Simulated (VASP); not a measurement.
Energy against volume of Ba (bcc). All values below come from PBE GGA with D3 dispersion (zero damping), VASP's PBE PAW potentials (set 64) (plane waves; VASP). Run with 520 eV cut-off, 10×10×10 Γ-centred mesh, first-order Methfessel-Paxton smearing of 0.10 eV, potentials Ba_sv.

```json
[
 {"V (Å³/atom)": "59.819", "E (eV/atom)": "-2.02203"},
 {"V (Å³/atom)": "61.669", "E (eV/atom)": "-2.02339"},
 {"V (Å³/atom)": "63.519", "E (eV/atom)": "-2.02199"},
 {"V (Å³/atom)": "65.369", "E (eV/atom)": "-2.01811"}
]
```

**Question.** Fit these four points and predict the energy of the run at 57.969 Å³/atom.

**Answer.** A cubic in V^(−2/3), the third-order Birch-Murnaghan form, passes through the four points with V0 = 61.62 Å³/atom and B0 = 8 GPa, and gives -2.0176 eV/atom there. The run gave -2.0175 eV/atom, +0.1 meV/atom from the fit; all five points give B0 = 8 GPa.

The compound is Ba in the bcc structure. It was relaxed first.
